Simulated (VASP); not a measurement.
# A VASP study of BaY (PW91): structure first, properties next, part 7 of 8

What structure does BaY take at this level, and what are its properties? The cell is invented: other elements were put on sites of a known structure type. It may not be a known or stable phase.

VASP 6.6.1, plane waves and PAW; the level of theory is named at each step.

Still holding for the runs below: The k-mesh is coarse for a metal.

So far. Step 8 (Band structure (PW91 + SOC)): There is no gap at this level. Step 9 (Zone-centre phonons (PW91)): The three acoustic modes lie within 0.2 cm⁻¹ of zero, and all others are real.

The structure was built from a prototype and need not be the compound's stable phase.

### 10. Volume scan with PW91

Level of this step: PW91; plane waves and PAW (Ba_sv, Y_sv); invented cell (VASP).

An equation of state needs energies on both sides of the minimum, all on one mesh and cutoff.

File INCAR:

```
SYSTEM = BaY
PREC = Accurate
ENCUT = 400
EDIFF = 1E-06
NELM = 100
ISMEAR = 1
SIGMA = 0.2
LREAL = .FALSE.
ALGO = Normal
GGA = 91
NBANDS = 27
LORBIT = 11
LWAVE = .FALSE.
LCHARG = .FALSE.
KPAR = 2
ISIF = 2
```

File POSCAR:

```
BaY
1.0
    5.3458109065      0.0000000000      0.0000000000
    0.0000000000      5.3458109065      0.0000000000
    0.0000000000      0.0000000000      5.6149847042
Ba Y
2 2
Direct
    0.5000000000      0.0000000000      0.4995906171
    0.0000000000      0.5000000000      0.5004093829
    0.0000000000      0.0000000000      0.0000000000
    0.5000000000      0.5000000000      0.0000000000
```

File KPOINTS:

```
Automatic mesh
0
Gamma
5 5 5
0 0 0
```

Potentials, in the order of the species: Ba_sv and Y_sv (PBE family, release 64).

Started as:

```
$ mpirun -np 2 vasp_std
```

What it wrote:

```text
[... set-up lines as in an earlier step ...]
 entering main loop
       N       E                     dE             d eps       ncg     rms          rms(c)
DAV:   1     0.246401388577E+03    0.24640E+03   -0.17384E+04   980   0.116E+03
DAV:   2    -0.180823230740E+00   -0.24658E+03   -0.24259E+03  1421   0.276E+02
DAV:   3    -0.163860334209E+02   -0.16205E+02   -0.15800E+02  1442   0.552E+01
DAV:   4    -0.172458277349E+02   -0.85979E+00   -0.85627E+00  1552   0.105E+01
DAV:   5    -0.172585941657E+02   -0.12766E-01   -0.12730E-01  1320   0.133E+00    0.220E+01
DAV:   6    -0.154097494103E+02    0.18488E+01   -0.91103E+00  1175   0.677E+00    0.157E+01
DAV:   7    -0.153959654078E+02    0.13784E-01   -0.11998E+00  1373   0.328E+00    0.753E+00
DAV:   8    -0.154100098294E+02   -0.14044E-01   -0.15104E-01  1431   0.169E+00    0.102E+00
DAV:   9    -0.154094261096E+02    0.58372E-03   -0.17054E-02  1248   0.461E-01    0.343E-01
DAV:  10    -0.154088320030E+02    0.59411E-03   -0.29393E-03  1282   0.262E-01    0.118E-01
DAV:  11    -0.154088123245E+02    0.19678E-04   -0.54324E-04  1288   0.957E-02    0.284E-02
DAV:  12    -0.154088130937E+02   -0.76925E-06   -0.24769E-05  1381   0.212E-02    0.173E-02
DAV:  13    -0.154088142236E+02   -0.11299E-05   -0.15512E-06   968   0.742E-03    0.856E-03
DAV:  14    -0.154088134328E+02    0.79076E-06   -0.22576E-06   885   0.721E-03
   1 F= -.15408813E+02 E0= -.15410218E+02  d E =0.421310E-02
```

Elapsed: 55 s, on 2 MPI ranks of AMD EPYC 7R43, shared host; peak memory 0.42 GiB; 1.7 min of CPU time.

Parts of OUTCAR (step 10):

```text
   ENCUT  =  400.0 eV  29.40 Ry    5.42 a.u.   8.72  8.72  9.16*2*pi/ulx,y,z

   NELECT =      42.0000    total number of electrons

 E-fermi :   2.7806

 k-point     1 :       0.0000    0.0000    0.0000
  band No.  band energies     occupation
    ...
     19       1.4512      2.00000
     20       1.6059      2.00000
     21       2.0674      2.00001
     22       2.0674      2.00001
     23       2.1672      2.00013
     24       4.4748     -0.00000
     25       4.5763     -0.00000
     26       4.5763     -0.00000
     27       5.2971     -0.00000

  Total        1.2357718      1.2357718      1.2640251      0.0000000     -0.0000000      0.0000000
  in kB       12.3388047     12.3388047     12.6209055      0.0000000     -0.0000000      0.0000000
  external PRESSURE =      12.4328383 kB  Pullay stress =       0.0000000 kB

 POSITION                                       TOTAL-FORCE (eV/Angst)
 -----------------------------------------------------------------------------------
      2.67291      0.00000      2.80519        -0.000000      0.000000      0.003523
      0.00000      2.67291      2.80979         0.000000      0.000000     -0.003523
      0.00000      0.00000      0.00000        -0.000000     -0.000000     -0.000000
      2.67291      2.67291      0.00000        -0.000000      0.000000     -0.000000
 -----------------------------------------------------------------------------------
    total drift:                                0.000000      0.000000      0.000000

  FREE ENERGIE OF THE ION-ELECTRON SYSTEM (eV)
  ---------------------------------------------------
  free  energy   TOTEN  =       -15.4088134328 eV

  energy  without entropy=      -15.4130265312  energy(sigma->0) =      -15.41021780

[... 5 parts as in an earlier step ...]

[... 11 further parts left out ...]
```

The scan keeps the cell's shape and the fractional positions fixed.

This step gave:

* SCF cycles: 14
* irreducible k-points: 18
* free energy (TOTEN): -15.41 eV
* energy at zero smearing: -15.41 eV
* Fermi energy: 2.781 eV
* pressure: 1.243 GPa

The pressure here is 1.24 GPa.

### 11. Volume scan with PW91 (run 2)

INCAR is that of step 10.

File POSCAR:

```
BaY
1.0
    5.3834587026      0.0000000000      0.0000000000
    0.0000000000      5.3834587026      0.0000000000
    0.0000000000      0.0000000000      5.6545281528
Ba Y
2 2
Direct
    0.5000000000      0.0000000000      0.4995906171
    0.0000000000      0.5000000000      0.5004093829
    0.0000000000      0.0000000000      0.0000000000
    0.5000000000      0.5000000000      0.0000000000
```

KPOINTS is that of step 10.

Started as:

```
$ mpirun -np 2 vasp_std
```

What it wrote:

```text
[... set-up lines as in an earlier step ...]
 entering main loop
       N       E                     dE             d eps       ncg     rms          rms(c)
DAV:   1     0.246645646738E+03    0.24665E+03   -0.17383E+04   972   0.115E+03
DAV:   2     0.562263679968E+00   -0.24608E+03   -0.24215E+03  1422   0.272E+02
DAV:   3    -0.164131798380E+02   -0.16975E+02   -0.16562E+02  1445   0.564E+01
DAV:   4    -0.172825512235E+02   -0.86937E+00   -0.86187E+00  1512   0.106E+01
DAV:   5    -0.172989526752E+02   -0.16401E-01   -0.16349E-01  1344   0.144E+00    0.216E+01
DAV:   6    -0.154314521569E+02    0.18675E+01   -0.89243E+00  1199   0.671E+00    0.155E+01
DAV:   7    -0.154186235423E+02    0.12829E-01   -0.11844E+00  1416   0.322E+00    0.751E+00
DAV:   8    -0.154320826064E+02   -0.13459E-01   -0.14927E-01  1369   0.167E+00    0.103E+00
DAV:   9    -0.154314203933E+02    0.66221E-03   -0.19344E-02  1288   0.464E-01    0.339E-01
DAV:  10    -0.154307547378E+02    0.66566E-03   -0.29986E-03  1209   0.256E-01    0.128E-01
DAV:  11    -0.154307385547E+02    0.16183E-04   -0.61552E-04  1312   0.103E-01    0.315E-02
DAV:  12    -0.154307387161E+02   -0.16136E-06   -0.30500E-05  1391   0.237E-02    0.178E-02
DAV:  13    -0.154307399499E+02   -0.12338E-05   -0.16445E-06   952   0.717E-03    0.981E-03
DAV:  14    -0.154307390288E+02    0.92106E-06   -0.29023E-06   914   0.775E-03
   1 F= -.15430739E+02 E0= -.15431636E+02  d E =0.268999E-02
```

The job ended after 57 s (2 MPI ranks; peak memory 0.43 GiB; 1.8 min of CPU time).

OUTCAR, selected parts (step 11):

```text
   ENCUT  =  400.0 eV  29.40 Ry    5.42 a.u.   8.78  8.78  9.22*2*pi/ulx,y,z

   NELECT =      42.0000    total number of electrons

 E-fermi :   2.6882

 k-point     1 :       0.0000    0.0000    0.0000
  band No.  band energies     occupation
    ...
     19       1.3886      2.00000
     20       1.5461      2.00000
     21       2.0066      2.00002
     22       2.0066      2.00002
     23       2.1023      2.00027
     24       4.3662     -0.00000
     25       4.4550     -0.00000
     26       4.4550     -0.00000
     27       5.0954     -0.00000

  Total        0.7968315      0.7968315      0.8209200      0.0000000      0.0000000      0.0000000
  in kB        7.7903674      7.7903674      8.0258725      0.0000000      0.0000000      0.0000000
  external PRESSURE =       7.8688691 kB  Pullay stress =       0.0000000 kB

 POSITION                                       TOTAL-FORCE (eV/Angst)
 -----------------------------------------------------------------------------------
      2.69173      0.00000      2.82495        -0.000000     -0.000000      0.003634
      0.00000      2.69173      2.82958         0.000000      0.000000     -0.003634
      0.00000      0.00000      0.00000        -0.000000     -0.000000      0.000000
      2.69173      2.69173      0.00000         0.000000      0.000000      0.000000
 -----------------------------------------------------------------------------------
    total drift:                                0.000000      0.000000      0.000000

  FREE ENERGIE OF THE ION-ELECTRON SYSTEM (eV)
  ---------------------------------------------------
  free  energy   TOTEN  =       -15.4307390288 eV

  energy  without entropy=      -15.4334290170  energy(sigma->0) =      -15.43163569

[... 5 parts as in an earlier step ...]

[... 11 further parts left out ...]
```

Numbers from this step:

| Property | Result |
| --- | --- |
| free energy (TOTEN) | -15.43 eV |
| energy at zero smearing | -15.43 eV |
| Fermi energy | 2.688 eV |
| pressure | 0.7869 GPa |

The pressure falls from 1.24 to 0.79 GPa.

The run ends at a pressure of 0.79 GPa, with forces up to 0.0036 eV/Å.

### 12. Volume scan with PW91 (run 3)

INCAR is that of step 11.

File POSCAR:

```
BaY
1.0
    5.4205871772      0.0000000000      0.0000000000
    0.0000000000      5.4205871772      0.0000000000
    0.0000000000      0.0000000000      5.6935261311
Ba Y
2 2
Direct
    0.5000000000      0.0000000000      0.4995906171
    0.0000000000      0.5000000000      0.5004093829
    0.0000000000      0.0000000000      0.0000000000
    0.5000000000      0.5000000000      0.0000000000
```

KPOINTS is that of step 11.

Started as:

```
$ mpirun -np 2 vasp_std
```

What it wrote:

```text
[... set-up lines as in an earlier step ...]
 entering main loop
       N       E                     dE             d eps       ncg     rms          rms(c)
DAV:   1     0.246943885318E+03    0.24694E+03   -0.17259E+04   972   0.115E+03
DAV:   2     0.607519408663E-01   -0.24688E+03   -0.24342E+03  1416   0.272E+02
DAV:   3    -0.164864906620E+02   -0.16547E+02   -0.16204E+02  1474   0.556E+01
DAV:   4    -0.173123308649E+02   -0.82584E+00   -0.81608E+00  1520   0.103E+01
[...]
DAV:  12    -0.154434068532E+02    0.16865E-06   -0.33080E-05  1383   0.246E-02    0.174E-02
DAV:  13    -0.154434081095E+02   -0.12563E-05   -0.15212E-06   968   0.686E-03    0.984E-03
DAV:  14    -0.154434071375E+02    0.97199E-06   -0.30743E-06   927   0.796E-03
   1 F= -.15443407E+02 E0= -.15443968E+02  d E =0.168372E-02
```

It took 56 s on 2 MPI ranks; peak memory 0.42 GiB; 1.8 min of CPU time.

From OUTCAR (step 12):

```text
  Total        0.3813911      0.3813911      0.4001877      0.0000000      0.0000000     -0.0000000
  in kB        3.6526423      3.6526423      3.8326601      0.0000000      0.0000000     -0.0000000
  external PRESSURE =       3.7126483 kB  Pullay stress =       0.0000000 kB

 POSITION                                       TOTAL-FORCE (eV/Angst)
 -----------------------------------------------------------------------------------
      2.71029      0.00000      2.84443         0.000000      0.000000      0.003736
      0.00000      2.71029      2.84909        -0.000000      0.000000     -0.003736
      0.00000      0.00000      0.00000        -0.000000      0.000000      0.000000
      2.71029      2.71029      0.00000        -0.000000     -0.000000      0.000000
 -----------------------------------------------------------------------------------
    total drift:                                0.000000      0.000000      0.000000

  FREE ENERGIE OF THE ION-ELECTRON SYSTEM (eV)
  ---------------------------------------------------
  free  energy   TOTEN  =       -15.4434071375 eV

  energy  without entropy=      -15.4450908591  energy(sigma->0) =      -15.44396838

[... 1 part as in an earlier step ...]

[... 2 further parts left out ...]
[key lines of the parts left out:]
E-fermi :   2.5988
```

The pressure falls from 0.79 to 0.37 GPa.

The run ends at a pressure of 0.37 GPa, with forces up to 0.0037 eV/Å.

### 13. Volume scan with PW91 (run 4)

INCAR is that of step 12.

File POSCAR:

```
BaY
1.0
    5.4572138773      0.0000000000      0.0000000000
    0.0000000000      5.4572138773      0.0000000000
    0.0000000000      0.0000000000      5.7319970692
Ba Y
2 2
Direct
    0.5000000000      0.0000000000      0.4995906171
    0.0000000000      0.5000000000      0.5004093829
    0.0000000000      0.0000000000      0.0000000000
    0.5000000000      0.5000000000      0.0000000000
```

KPOINTS is that of step 12.

Started as:

```
$ mpirun -np 2 vasp_std
```

What it wrote:

```text
[... set-up lines as in an earlier step ...]
 entering main loop
       N       E                     dE             d eps       ncg     rms          rms(c)
[... 15 cycles as in an earlier step ...]
   1 F= -.15447566E+02 E0= -.15447923E+02  d E =0.106988E-02
```

It took 48 s on 2 MPI ranks; peak memory 0.43 GiB.

Parts of OUTCAR (step 13):

```text
[... 6 parts as in an earlier step ...]

[... 1 further part left out ...]
[key lines of the parts left out:]
E-fermi :   2.5123
```

The pressure falls from 0.37 to -0.01 GPa.

The run ends at a pressure of -0.01 GPa, with forces up to 0.0038 eV/Å.

### 14. Volume scan with PW91 (run 5)

INCAR is that of step 13.

File POSCAR:

```
BaY
1.0
    5.4933554198      0.0000000000      0.0000000000
    0.0000000000      5.4933554198      0.0000000000
    0.0000000000      0.0000000000      5.7699584210
Ba Y
2 2
Direct
    0.5000000000      0.0000000000      0.4995906171
    0.0000000000      0.5000000000      0.5004093829
    0.0000000000      0.0000000000      0.0000000000
    0.5000000000      0.5000000000      0.0000000000
```

KPOINTS is that of step 13.

Started as:

```
$ mpirun -np 2 vasp_std
```

What it wrote:

```text
[... set-up lines as in an earlier step ...]
 entering main loop
       N       E                     dE             d eps       ncg     rms          rms(c)
DAV:   1     0.248746647135E+03    0.24875E+03   -0.16990E+04   972   0.113E+03
DAV:   2     0.210130758518E+01   -0.24665E+03   -0.24251E+03  1400   0.275E+02
DAV:   3    -0.162887110486E+02   -0.18390E+02   -0.17905E+02  1445   0.574E+01
DAV:   4    -0.173319018242E+02   -0.10432E+01   -0.10327E+01  1512   0.112E+01
[...]
DAV:  13    -0.154438919643E+02   -0.15363E-05   -0.21524E-06  1005   0.675E-03    0.113E-02
DAV:  14    -0.154438908786E+02    0.10857E-05   -0.34459E-06   946   0.818E-03    0.247E-03
DAV:  15    -0.154438905834E+02    0.29524E-06   -0.35777E-07   648   0.364E-03
   1 F= -.15443891E+02 E0= -.15444125E+02  d E =0.702916E-03
```

Elapsed: 47 s, on 2 MPI ranks; peak memory 0.43 GiB.

OUTCAR, selected parts (step 14):

```text
  Total       -0.3921290     -0.3921290     -0.3906492      0.0000000      0.0000000      0.0000000
  in kB       -3.6082073     -3.6082073     -3.5945904      0.0000000      0.0000000      0.0000000
  external PRESSURE =      -3.6036684 kB  Pullay stress =       0.0000000 kB

 POSITION                                       TOTAL-FORCE (eV/Angst)
 -----------------------------------------------------------------------------------
      2.74668      0.00000      2.88262         0.000000      0.000000      0.003857
      0.00000      2.74668      2.88734         0.000000     -0.000000     -0.003857
      0.00000      0.00000      0.00000         0.000000     -0.000000      0.000000
      2.74668      2.74668      0.00000         0.000000      0.000000      0.000000
 -----------------------------------------------------------------------------------
    total drift:                                0.000000      0.000000      0.000000

  FREE ENERGIE OF THE ION-ELECTRON SYSTEM (eV)
  ---------------------------------------------------
  free  energy   TOTEN  =       -15.4438905834 eV

  energy  without entropy=      -15.4445934996  energy(sigma->0) =      -15.44412489

[... 1 part as in an earlier step ...]

[... 2 further parts left out ...]
[key lines of the parts left out:]
E-fermi :   2.4286
```

The pressure falls from -0.01 to -0.36 GPa.

The run ends at a pressure of -0.36 GPa, with forces up to 0.0039 eV/Å.

### 15. Volume scan with PW91 (run 6)

INCAR is that of step 14.

File POSCAR:

```
BaY
1.0
    5.5290275584      0.0000000000      0.0000000000
    0.0000000000      5.5290275584      0.0000000000
    0.0000000000      0.0000000000      5.8074267333
Ba Y
2 2
Direct
    0.5000000000      0.0000000000      0.4995906171
    0.0000000000      0.5000000000      0.5004093829
    0.0000000000      0.0000000000      0.0000000000
    0.5000000000      0.5000000000      0.0000000000
```

KPOINTS is that of step 14.

Started as:

```
$ mpirun -np 2 vasp_std
```

What it wrote:

```text
[... set-up lines as in an earlier step ...]
 entering main loop
       N       E                     dE             d eps       ncg     rms          rms(c)
DAV:   1     0.243395534377E+03    0.24340E+03   -0.16912E+04   980   0.113E+03
DAV:   2     0.378622683140E+00   -0.24302E+03   -0.23952E+03  1402   0.269E+02
DAV:   3    -0.164371652950E+02   -0.16816E+02   -0.16405E+02  1477   0.562E+01
DAV:   4    -0.173416352591E+02   -0.90447E+00   -0.89982E+00  1501   0.107E+01
[...]
DAV:  13    -0.154329928815E+02   -0.13447E-05   -0.26843E-06  1008   0.912E-03    0.124E-02
DAV:  14    -0.154329916990E+02    0.11825E-05   -0.32242E-06   989   0.913E-03    0.188E-03
DAV:  15    -0.154329914670E+02    0.23205E-06   -0.30369E-07   639   0.296E-03
   1 F= -.15432991E+02 E0= -.15433141E+02  d E =0.449644E-03
```

It took 61 s on 2 MPI ranks; peak memory 0.43 GiB; 1.9 min of CPU time.

From OUTCAR (step 15):

```text
  Total       -0.7582101     -0.7582101     -0.7669202      0.0000000     -0.0000000      0.0000000
  in kB       -6.8425649     -6.8425649     -6.9211696      0.0000000     -0.0000000      0.0000000
  external PRESSURE =      -6.8687664 kB  Pullay stress =       0.0000000 kB

 POSITION                                       TOTAL-FORCE (eV/Angst)
 -----------------------------------------------------------------------------------
      2.76451      0.00000      2.90134         0.000000      0.000000      0.003928
      0.00000      2.76451      2.90609        -0.000000     -0.000000     -0.003928
      0.00000      0.00000      0.00000        -0.000000      0.000000      0.000000
      2.76451      2.76451      0.00000         0.000000     -0.000000      0.000000
 -----------------------------------------------------------------------------------
    total drift:                                0.000000      0.000000      0.000000

  FREE ENERGIE OF THE ION-ELECTRON SYSTEM (eV)
  ---------------------------------------------------
  free  energy   TOTEN  =       -15.4329914670 eV

  energy  without entropy=      -15.4334411106  energy(sigma->0) =      -15.43314135

[... 1 part as in an earlier step ...]

[... 2 further parts left out ...]
[key lines of the parts left out:]
E-fermi :   2.3478
```

The pressure falls from -0.36 to -0.69 GPa.

The run ends at a pressure of -0.69 GPa, with forces up to 0.0039 eV/Å.

### 16. Volume scan with PW91 (run 7)

A prediction first. A least-squares parabola for the 6 pressures of evenly scaled cells so far, P = -0.01 -18.4 t +30 t² GPa with t = ln(V/V₁) and V₁ the volume at scale 1, gives -0.98 GPa at t = +0.0583.

INCAR is that of step 15.

File POSCAR:

```
BaY
1.0
    5.5642452440      0.0000000000      0.0000000000
    0.0000000000      5.5642452440      0.0000000000
    0.0000000000      0.0000000000      5.8444177098
Ba Y
2 2
Direct
    0.5000000000      0.0000000000      0.4995906171
    0.0000000000      0.5000000000      0.5004093829
    0.0000000000      0.0000000000      0.0000000000
    0.5000000000      0.5000000000      0.0000000000
```

KPOINTS is that of step 15.

Started as:

```
$ mpirun -np 2 vasp_std
```

What it wrote:

```text
[... set-up lines as in an earlier step ...]
 entering main loop
       N       E                     dE             d eps       ncg     rms          rms(c)
DAV:   1     0.246516054655E+03    0.24652E+03   -0.17030E+04   972   0.114E+03
DAV:   2     0.145409521767E+01   -0.24506E+03   -0.24154E+03  1379   0.274E+02
DAV:   3    -0.163183659689E+02   -0.17772E+02   -0.17277E+02  1485   0.574E+01
DAV:   4    -0.173376215286E+02   -0.10193E+01   -0.10115E+01  1536   0.116E+01
[...]
DAV:  13    -0.154153917375E+02   -0.15706E-05   -0.27075E-06   994   0.781E-03    0.121E-02
DAV:  14    -0.154153907002E+02    0.10373E-05   -0.30602E-06   935   0.815E-03    0.341E-03
DAV:  15    -0.154153902819E+02    0.41828E-06   -0.51506E-07   663   0.431E-03
   1 F= -.15415390E+02 E0= -.15415459E+02  d E =0.204775E-03
```

The job ended after 65 s (2 MPI ranks; peak memory 0.45 GiB).

Parts of OUTCAR (step 16):

```text
  Total       -1.1092074     -1.1092074     -1.1310491      0.0000000      0.0000000      0.0000000
  in kB       -9.8213130     -9.8213130    -10.0147072      0.0000000      0.0000000      0.0000000
  external PRESSURE =      -9.8857777 kB  Pullay stress =       0.0000000 kB

 POSITION                                       TOTAL-FORCE (eV/Angst)
 -----------------------------------------------------------------------------------
      2.78212      0.00000      2.91982         0.000000      0.000000      0.003985
      0.00000      2.78212      2.92460         0.000000     -0.000000     -0.003985
      0.00000      0.00000      0.00000         0.000000     -0.000000      0.000000
      2.78212      2.78212      0.00000        -0.000000      0.000000      0.000000
 -----------------------------------------------------------------------------------
    total drift:                                0.000000      0.000000      0.000000

  FREE ENERGIE OF THE ION-ELECTRON SYSTEM (eV)
  ---------------------------------------------------
  free  energy   TOTEN  =       -15.4153902819 eV

  energy  without entropy=      -15.4155950571  energy(sigma->0) =      -15.41545854

[... 1 part as in an earlier step ...]

[... 2 further parts left out ...]
[key lines of the parts left out:]
E-fermi :   2.2697
```

The pressure falls from -0.69 to -0.99 GPa. The parabola predicted -0.98 GPa, +0.01 GPa off.

(Continued in part 8 of 8.)

[Lines on the potential files, build, host, timing and source positions are cut from VASP's logs without a mark.]

[Logs are printed without paths, hosts, clocks, repeated set-up lines and the standing remarks that a program may print on its own settings, such as how far it seeks lower states.]

[Hosts, paths, dates, database ids (printed as entryN), source tags and the programs' standing remarks are cut or masked in the printed files.]

[A measured line is paired with the nearest computed mode of its activity, which favours agreement.]

[In band tables of VASP the shares of atoms and orbitals are scaled to a sum of 1 inside the atoms' spheres.]
